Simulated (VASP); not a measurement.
Input:

```
CELL_PARAMETERS angstrom
      0.00000     2.35620     2.35620
      2.35620     0.00000     2.35620
      2.35620     2.35620     0.00000
ATOMIC_POSITIONS crystal
  Li 0.25000 0.25000 0.25000
  Li 0.75000 0.75000 0.75000
  O  0.00000 0.00000 0.00000
```

The numbers are results of PBE GGA, VASP's PBE PAW potentials (set 64) (plane waves; VASP), not measurements. Settings: 520 eV cut-off, 6×6×6 Γ-centred mesh, Gaussian smearing of 0.050 eV, potentials Li_sv O.

**Question.** Give the stress tensor in GPa (positive for a compressed cell).

**Answer.** 
```
-4.05   0.00   0.00
 0.00  -4.05   0.00
 0.00   0.00  -4.05
```
The pressure is its mean diagonal, -4.05 GPa.

The compound is Li2O in the antifluorite structure. The cell was not relaxed at this level.
